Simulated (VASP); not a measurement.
Data:

```
CELL_PARAMETERS angstrom
      0.00000     2.26000     2.26000
      2.26000     0.00000     2.26000
      2.26000     2.26000     0.00000
ATOMIC_POSITIONS crystal
  Hf 0.00000 0.00000 0.00000
  N  0.50000 0.50000 0.50000
```

Calculation: LDA (Ceperley-Alder, Perdew-Zunger), VASP's LDA PAW potentials (set 64) (plane waves; VASP). Run with 520 eV cut-off, 13×13×13 Γ-centred mesh, first-order Methfessel-Paxton smearing of 0.10 eV, potentials Hf_pv N.

Energy and stress use the plane-wave basis of the starting cell.

**Question.** The ions, cell shape and volume are relaxed. Predict the relaxed structure.

**Answer.** 
```
CELL_PARAMETERS angstrom
      0.00000     2.23114     2.23114
      2.23114     0.00000     2.23114
      2.23114     2.23114     0.00000
ATOMIC_POSITIONS crystal
  Hf 0.00000 0.00000 0.00000
  N  0.50000 0.50000 0.50000
```
Space group Fm-3m (225), at a tolerance of 0.03 Å.

**Question.** How do energy and volume change from the first to the last step?

**Answer.** The energy (σ→0) changes by -15.5 meV/atom and the volume by -3.8 %, in 4 ionic steps.

The compound is HfN in the rock salt structure. This run relaxes it. Symmetry was kept, so distortions that lower it aren't found. The electron count is odd and the run is not spin-polarised, which forces a metal.
